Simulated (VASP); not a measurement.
The system is C.

```
CELL_PARAMETERS angstrom
2.46100 0.00000 0.00000
-1.23050 2.13129 0.00000
0.00000 0.00000 6.97632
ATOMIC_POSITIONS crystal
C 0.00000 0.00000 0.25000
C 0.33333 0.66667 0.25000
C 0.00000 0.00000 0.75000
C 0.66667 0.33333 0.75000
```

The cell was built by a generator and needn't be a form met in nature.

Base run:

| Property | Result |
| --- | --- |
| Program | VASP 6.6.1 |
| Functional | PBEsol |
| Potentials or basis | VASP PAW PBE potentials, release 64 (C) |
| Cutoff | 520 eV |
| k mesh | 16 × 16 × 4 |
| Occupations | fermi-dirac, width 0.05 eV |
| Spin | no spin polarisation |

Its results: band gap on the k mesh 0.67 eV, direct; pressure 0.1 GPa.

**Question.** After a change of settings the same cell gave: band gap on the k mesh 0.68 eV, direct; pressure 5.8 GPa. Which change was it?
A. functional from PBEsol to rev-vdW-DF2
B. functional from PBEsol to vdW-DF
C. functional from PBEsol to LDA; potentials or basis from VASP PAW PBE potentials, release 64 (C) to VASP PAW LDA potentials, release 64 (C)
D. functional from PBEsol to r2SCAN; dispersion from none to rVV10

**Answer.** B.

Caveats: the PAW data sets were made with another functional, which shifts forces and pressure a little; this functional lacks dispersion, which binds the layers, so the pressure and a relaxed spacing across them are unreliable (some runs).

Runs at the PBE level aren't shown here.
